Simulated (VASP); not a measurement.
Consider the following.

```
CELL_PARAMETERS angstrom
      4.38535     0.00000     0.00000
      0.00000     4.38535     0.00000
      0.00000     0.00000     2.85505
ATOMIC_POSITIONS crystal
  Mn 0.00000 0.00000 0.00000
  Mn 0.50000 0.50000 0.50000
  O  0.30450 0.30450 0.00000
  O  0.80450 0.19550 0.50000
  O  0.19550 0.80450 0.50000
  O  0.69550 0.69550 0.00000
```
Starting moments (μB, in the order of the record's atoms Mn Mn O O O O): 2.6 -2.6 -0.1 0.1 0.1 -0.1.

The numbers are results of MS2 meta-GGA, VASP's PBE PAW potentials (set 64) (plane waves; VASP 6.6.1), not measurements. Numerical set-up: 520 eV cut-off, 6×6×9 Γ-centred mesh, tetrahedra with Blöchl corrections, potentials Mn_pv O.

Estimate the cell moment, energy per atom (σ→0), band gap (over mesh and band path) with the smallest direct gap where there is one.

| Property | Result |
|---|---|
| band gap (over mesh and band path) | 0.48 eV |
| smallest direct gap (over mesh and band path) | 0.48 eV |
| cell moment | 0.00 μB |
| energy per atom (σ→0) | -11.019 eV/atom |

Give the moment on each site (PAW-sphere projection).

```
site  moment (μB)
----  -----------
Mn1          2.58
Mn2         -2.58
O3          -0.06
O4           0.06
O5           0.06
O6          -0.06
```

The compound is MnO2 in the rutile structure. It was relaxed first.
